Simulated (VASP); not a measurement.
# CaSc in VASP: further runs, part 2 of 2

VASP 6.6.1.

## (4) Work function, BLYP

Contents of INCAR:

```
SYSTEM = CaSc
PREC = Accurate
ENCUT = 520
EDIFF = 1E-6
ISMEAR = -1
SIGMA = 0.05
LREAL = .FALSE.
LASPH = .TRUE.
NELM = 100
ALGO = Normal
ISIF = 2
LWAVE = .FALSE.
LCHARG = .TRUE.
LDIPOL = .TRUE.
IDIPOL = 3
DIPOL = 0.5 0.5 0.294
GGA = B5
ALDAX = 1.0
AGGAX = 1.0
AGGAC = 1.0
ALDAC = 0.0
LELF = .TRUE.
LVHAR = .TRUE.
LVACPOTAV = .TRUE.
```

Contents of KPOINTS:

```
Automatic mesh
0
G
  4 8 1
  0 0 0
```

Contents of POSCAR:

```
CaSc
1.0
    6.5366700000      0.0000000000      0.0000000000
    0.0000000000      3.2053400000      0.0000000000
    0.0000000000      0.0000000000     23.8000000000
Ca Sc
1 1
Direct
    0.0000000000      0.0000000000      0.2941200000
    0.5000000000      0.0000000000      0.2941200000
```

Potentials or basis: VASP PAW PBE potentials, release 64 (Ca_sv, Sc_sv).

Command:

```console
$ cat potpaw_PBE.64/Ca_sv/POTCAR potpaw_PBE.64/Sc_sv/POTCAR > POTCAR
$ mpirun -np 1 vasp_std > vasp.out
```

OUTCAR:

```text
SYSTEM = CaSc
   PREC = Accurate
   ENCUT = 520
   EDIFF = 1E-6
   ISMEAR = -1
   LREAL = .FALSE.
   LASPH = .TRUE.
   NELM = 100
   ISIF = 2
   GGA = B5

 ion  position               nearest neighbor table
   1  0.000  0.000  0.294-   2 3.27   2 3.27
   2  0.500  0.000  0.294-   1 3.27   1 3.27

  LATTYP: Found a simple orthorhombic cell.
 ALAT       =     3.2053400000
 B/A-ratio  =     2.0393062826
 C/A-ratio  =     7.4251093488

  Lattice vectors:

[... 440 lines left out ...]

  FORCE on cell =-STRESS in cart. coord.  units (eV):
  Direction    XX          YY          ZZ          XY          YZ          ZX
  --------------------------------------------------------------------------------------
  -------------------------------------------------------------------------------------
  Total        0.1524192      0.2288647     -0.1130720      0.0000000      0.0000000      0.0000000
  in kB        0.4897140      0.7353292     -0.3632940      0.0000000      0.0000000      0.0000000
  external PRESSURE =       0.2872497 kB  Pullay stress =       0.0000000 kB

 VOLUME and BASIS-vectors are now :
 -----------------------------------------------------------------------------
  energy-cutoff  :      520.00
  volume of cell :      498.66
      direct lattice vectors                 reciprocal lattice vectors
     6.536670000  0.000000000  0.000000000     0.152983094  0.000000000  0.000000000
     0.000000000  3.205340000  0.000000000     0.000000000  0.311979384  0.000000000
     0.000000000  0.000000000 23.800000000     0.000000000  0.000000000  0.042016807

 POSITION                                       TOTAL-FORCE (eV/Angst)
 -----------------------------------------------------------------------------------
      0.00000      0.00000      7.00006         0.000000      0.000000     -0.000000
      3.26833      0.00000      7.00006         0.000000      0.000000      0.000000
 -----------------------------------------------------------------------------------
    total drift:                               -0.000000     -0.000000      0.000022

  FREE ENERGIE OF THE ION-ELECTRON SYSTEM (eV)
  ---------------------------------------------------
  free  energy   TOTEN  =        -4.1212917081 eV

  energy  without entropy=       -4.0517391937  energy(sigma->0) =       -4.08651545

 vacuum level on the upper side and lower side of the slab         0.881         0.881
```

stdout:

```text
POSCAR found type information on POSCAR CaSc
 POSCAR found :  2 types and       2 ions
 scaLAPACK will be used
 -----------------------------------------------------------------------------
|                                                                             |
|                                                                             |
|     You enforced a specific xc type in the INCAR file but a different       |
|     I HOPE YOU KNOW WHAT YOU ARE DOING!                                     |
|                                                                             |
 -----------------------------------------------------------------------------

 LDA part: xc-table for (Slater(with rela. corr.)+VWN5), standard interpolation
 POSCAR, INCAR and KPOINTS ok, starting setup
 FFT: planning ... GRIDC
 FFT: planning ... GRID_SOFT
 FFT: planning ... GRID
 WAVECAR not read
 entering main loop
```

Run time: 7.4 min. Hardware: 1 thread of Intel Xeon Platinum 8375C at 2.90GHz (Ice Lake), shared host; peak memory 0.54 GiB.

Results:

```yaml
Free_energy: -4.1213 eV
Band_gap_on_the_k_mesh: none (metal or under the smearing width)
Work_function_of_the_upper_face: 2.78 eV
Work_function_of_the_lower_face: 2.78 eV
```

Caveat: the PAW data sets were made with another functional, which shifts forces and pressure a little.

## (5) Work function, PW91

INCAR: that of step 4 with these lines changed.

```diff
@@ -16,7 +16,3 @@
 DIPOL = 0.5 0.5 0.294
-GGA = B5
-ALDAX = 1.0
-AGGAX = 1.0
-AGGAC = 1.0
-ALDAC = 0.0
+GGA = 91
 LELF = .TRUE.
```

KPOINTS is that of step 4.

POSCAR is that of step 4.

Potentials or basis: VASP PAW PBE potentials, release 64 (Ca_sv, Sc_sv).

Command:

```console
$ cat potpaw_PBE.64/Ca_sv/POTCAR potpaw_PBE.64/Sc_sv/POTCAR > POTCAR
$ mpirun -np 1 vasp_std > vasp.out
```

OUTCAR:

```text
SYSTEM = CaSc
   PREC = Accurate
   ENCUT = 520
   EDIFF = 1E-6
   ISMEAR = -1
   LREAL = .FALSE.
   LASPH = .TRUE.
   NELM = 100
   ISIF = 2
   GGA = 91

 ion  position               nearest neighbor table
   1  0.000  0.000  0.294-   2 3.27   2 3.27
   2  0.500  0.000  0.294-   1 3.27   1 3.27

  LATTYP: Found a simple orthorhombic cell.
 ALAT       =     3.2053400000
 B/A-ratio  =     2.0393062826
 C/A-ratio  =     7.4251093488

  Lattice vectors:

 A1 = (   0.0000000000,  -3.2053400000,   0.0000000000)
 A2 = (   6.5366700000,   0.0000000000,   0.0000000000)
 A3 = (   0.0000000000,   0.0000000000,  23.8000000000)

Analysis of symmetry for initial positions (statically):
=====================================================================
 Subroutine PRICEL returns:
 Original cell was already a primitive cell.

 Routine SETGRP: Setting up the symmetry group for a
 simple orthorhombic supercell.

 Subroutine GETGRP returns: Found  8 space group operations
 (whereof  4 operations were pure point group operations)
 out of a pool of  8 trial point group operations.

The static configuration has the point symmetry C_2v.
 The point group associated with its full space group is D_2h.

Analysis of symmetry for dynamics (positions and initial velocities):
=====================================================================
 Subroutine PRICEL returns:
 Original cell was already a primitive cell.

 Routine SETGRP: Setting up the symmetry group for a
 simple orthorhombic supercell.

 Subroutine GETGRP returns: Found  8 space group operations
 (whereof  4 operations were pure point group operations)
 out of a pool of  8 trial point group operations.

The dynamic configuration has the point symmetry C_2v.
 The point group associated with its full space group is D_2h.

 Subroutine INISYM returns: Found  8 space group operations
 (whereof  4 operations are pure point group operations),
 and found     1 'primitive' translations

----------------------------------------------------------------------------------------

                                     Primitive cell

  volume of cell :     498.6635

  direct lattice vectors                    reciprocal lattice vectors
     6.536670000  0.000000000  0.000000000     0.152983094  0.000000000  0.000000000
     0.000000000  3.205340000  0.000000000     0.000000000  0.311979384  0.000000000
     0.000000000  0.000000000 23.800000000     0.000000000  0.000000000  0.042016807

  length of vectors
     6.536670000  3.205340000 23.800000000     0.152983094  0.311979384  0.042016807

  position of ions in fractional coordinates (direct lattice)
     0.000000000  0.000000000  0.294120000
     0.500000000  0.000000000  0.294120000

  ion indices of the primitive-cell ions
   primitive index   ion index
                 1           1
                 2           2

----------------------------------------------------------------------------------------

 KPOINTS: Automatic mesh

Automatic generation of k-mesh.
 Grid dimensions read from file:
 generate k-points for:    4    8    1

 Generating k-lattice:

  Cartesian coordinates                     Fractional coordinates (reciprocal lattice)
     0.038245773  0.000000000  0.000000000     0.250000000  0.000000000  0.000000000
[... 36 lines left out ...]
   ions per type =               1   1
   NGX,Y,Z   is equivalent  to a cutoff of  12.72, 12.45, 12.57 a.u.
   NGXF,Y,Z  is equivalent  to a cutoff of  25.43, 24.90, 25.15 a.u.
 SYSTEM =  CaSc
   PREC   = accura    normal or accurate (medium, high low for compatibility)
   ISTART =      0    job   : 0-new  1-cont  2-samecut
   ICHARG =      2    charge: 1-file 2-atom 10-const
   ISPIN  =      1    spin polarized calculation?
   LNONCOLLINEAR =      F non collinear calculations
   LSORBIT =      F    spin-orbit coupling
   LASPH  =      T    aspherical Exc in radial PAW
   ENCUT  =  520.0 eV  38.22 Ry    6.18 a.u.  12.15  5.96 44.25*2*pi/ulx,y,z
   NELM   =    100;   NELMIN=  2; NELMDL= -5     # of ELM steps
   EDIFF  = 0.1E-05   stopping-criterion for ELM
   LREAL  =      F    real-space projection
   EDIFFG = 0.1E-04   stopping-criterion for IOM
   NSW    =      0    number of steps for IOM
   IBRION =     -1    ionic relax: 0-MD 1-quasi-New 2-CG
   NFREE  =      0    steps in history (QN), initial steepest desc. (CG)
   ISIF   =      2    stress and relaxation
   ISYM   =      2    0-nonsym 1-usesym 2-fastsym
   POTIM  = 0.5000    time-step for ionic-motion
   TEBEG  =    0.0;   TEEND  =   0.0 temperature during run
   PSTRESS=    0.0 pullay stress
   NELECT =      21.0000    total number of electrons
   NUPDOWN=      -1.0000    fix difference up-down
   EMIN   =  10.00;   EMAX   =-10.00  energy-range for DOS
   EFERMI =   0.00;   METHOD = LEGACY
   ISMEAR =    -1;   SIGMA  =   0.05  broadening in eV -4-tet -1-fermi 0-gaus
   EFERMI_NEDOS =   21; number of points for ismear=-14 and -15
   IALGO  =     38    algorithm
   IMIX   =      4    mixing-type and parameters
     AMIX     =   0.40;   BMIX     =  1.00
     AMIX_MAG =   1.60;   BMIX_MAG =  1.00
  volume/ion in A,a.u.               =     249.33      1682.57
  Fermi-wavevector in a.u.,A,eV,Ry     =   0.569568  1.076327  4.413831  0.324407
  Thomas-Fermi vector in A             =   1.609261
   LORBIT       =      0    0 simple, 1 ext, 2 COOP (PROOUT), +10 PAW based schemes
   GGA     = 91    functional components
   LHFCALC =     F    Hartree Fock is set to
   AEXX    =    0.0000 exact exchange contribution
   IVDW    =     0    specifies the selected vdW correction
   LEPSILON=     F    determine dielectric tensor
   LRPA    =     F    only Hartree local field effects (RPA)
 non-spin polarized calculation
  energy-cutoff  :      520.00
  volume of cell :      498.66
 maximum number of plane-waves:     13506
 NGX is ok and might be reduce to    50
   NGX = 25   NGY = 11   NGZ = 89

 dipolmoment           0.000000      0.000000     -0.000000 electrons x Angstroem

 number of electron      21.0000001 magnetization

 dipolmoment           0.000000      0.000000      0.000002 electrons x Angstroem

 Free energy of the ion-electron system (eV)
  ---------------------------------------------------
  ext. energy  EPLUGINS =         0.00000000
  ---------------------------------------------------
  free energy    TOTEN  =        -5.09050363 eV

  energy without entropy =       -5.01909397  energy(sigma->0) =       -5.05479880

 E-fermi :  -2.3318     XC(G=0):  -1.8614

 val. band max:       -2.3318920101   @ k =   0.5000   0.5000   0.0000
 cond. band min:      -2.3280546444   @ k =   0.2500   0.3750   0.0000
 fundamental gap:      0.0038373657
 Fermi energy:        -2.3318324383

 k-point     1 :       0.0000    0.0000    0.0000
  band No.  band energies     occupation
      1     -52.6700      2.00000
      2     -44.5384      2.00000
      3     -31.6170      2.00000
      4     -31.3515      2.00000
      5     -31.0832      2.00000
      6     -25.7205      2.00000
      7     -25.5350      2.00000
      8     -25.3764      2.00000
      9      -5.6517      2.00000
     10      -2.8939      1.99997
     11      -2.4026      1.60941
     12      -2.3666      1.33448
     13      -2.1112      0.02397
     14      -1.9512      0.00099
[... 224 lines left out ...]
      1     -52.6464      2.00000
      2     -44.4856      2.00000
      3     -31.5928      2.00000
      4     -31.3242      2.00000
      5     -31.3185      2.00000
      6     -25.8400      2.00000
      7     -25.6671      2.00000
      8     -25.4853      2.00000
      9      -2.7222      1.99919
     10      -2.4133      1.67198
     11      -2.3319      1.00060
     12      -1.6685      0.00000
     13      -1.4833      0.00000
     14      -1.3551      0.00000

------------------------ aborting loop because EDIFF is reached ----------------------------------------

  FORCE on cell =-STRESS in cart. coord.  units (eV):
  Direction    XX          YY          ZZ          XY          YZ          ZX
  --------------------------------------------------------------------------------------
  -------------------------------------------------------------------------------------
  Total       -0.1497770     -0.0702320     -0.0173727      0.0000000      0.0000000      0.0000000
  in kB       -0.4812249     -0.2256512     -0.0558176      0.0000000      0.0000000      0.0000000
  external PRESSURE =      -0.2542313 kB  Pullay stress =       0.0000000 kB

 VOLUME and BASIS-vectors are now :
 -----------------------------------------------------------------------------
  energy-cutoff  :      520.00
  volume of cell :      498.66
      direct lattice vectors                 reciprocal lattice vectors
     6.536670000  0.000000000  0.000000000     0.152983094  0.000000000  0.000000000
     0.000000000  3.205340000  0.000000000     0.000000000  0.311979384  0.000000000
     0.000000000  0.000000000 23.800000000     0.000000000  0.000000000  0.042016807

 POSITION                                       TOTAL-FORCE (eV/Angst)
 -----------------------------------------------------------------------------------
      0.00000      0.00000      7.00006         0.000000      0.000000      0.000000
      3.26833      0.00000      7.00006         0.000000      0.000000      0.000000
 -----------------------------------------------------------------------------------
    total drift:                                0.000000      0.000000      0.000026

  FREE ENERGIE OF THE ION-ELECTRON SYSTEM (eV)
  ---------------------------------------------------
  free  energy   TOTEN  =        -5.0905036322 eV

  energy  without entropy=       -5.0190939657  energy(sigma->0) =       -5.05479880

 vacuum level on the upper side and lower side of the slab         0.894         0.894
```

OSZICAR:

```text
N       E                     dE             d eps       ncg     rms          rms(c)
DAV:   1     0.181828756642E+03    0.18183E+03   -0.92350E+03   628   0.988E+02
DAV:   2     0.372605686066E+01   -0.17810E+03   -0.17643E+03   586   0.395E+02
DAV:   3    -0.532262564485E+01   -0.90487E+01   -0.84759E+01   692   0.762E+01
[... 17 lines left out ...]
DAV:  21    -0.509049055535E+01   -0.22433E-04   -0.10599E-05   462   0.112E-02    0.741E-04
DAV:  22    -0.509049841918E+01   -0.78638E-05   -0.45591E-06   414   0.583E-03    0.558E-04
DAV:  23    -0.509050222314E+01   -0.38040E-05   -0.34642E-06   414   0.353E-03    0.212E-04
DAV:  24    -0.509050335849E+01   -0.11353E-05   -0.22605E-06   408   0.212E-03    0.258E-04
DAV:  25    -0.509050363222E+01   -0.27373E-06   -0.21660E-06   366   0.157E-03
   1 F= -.50905036E+01 E0= -.50547988E+01  d E =-.714097E-01
```

stdout:

```text
POSCAR found type information on POSCAR CaSc
 POSCAR found :  2 types and       2 ions
 scaLAPACK will be used
 -----------------------------------------------------------------------------
[... 24 lines left out ...]
|     Did not find any points to average over, which means that no vacuum     |
|     field-free region was found. Please increase the size of  your cell     |
|     in the dimension of the dipole correction to obtain accurate            |
|     workfunction values.                                                    |
|                                                                             |
 -----------------------------------------------------------------------------
```

Run time: 3 min. Hardware: 1 thread of Intel Xeon Platinum 8375C at 2.90GHz (Ice Lake), shared host; peak memory 0.53 GiB.

What came out:

- Free energy: -5.0905 eV
- Band gap on the k mesh: none (metal or under the smearing width)
- Work function of the upper face: 3.23 eV
- Work function of the lower face: 3.23 eV

Caveat: the PAW data sets were made with another functional, which shifts forces and pressure a little.

## (6) The runs side by side

| level | gap on the mesh (eV) | work function (eV) |
| --- | --- | --- |
| RPBE | none | 3.14 |
| revPBE | none | 3.14 |
| BLYP | none | 2.78 |
| PW91 | none | 3.23 |

Alike in all rows: task work function; potentials or basis VASP PAW PBE potentials, release 64 (Ca_sv, Sc_sv); no spin polarisation; cell as given; k mesh 4 × 8 × 1; cutoff (eV) 520; smearing fermi-dirac 0.05 eV.

Every run on the cell as given and a fine mesh finds a metal.

Caveats: the PAW data sets were made with another functional, which shifts forces and pressure a little.

Total energies depend on the potentials used, so only differences within one code and one set of settings carry meaning.
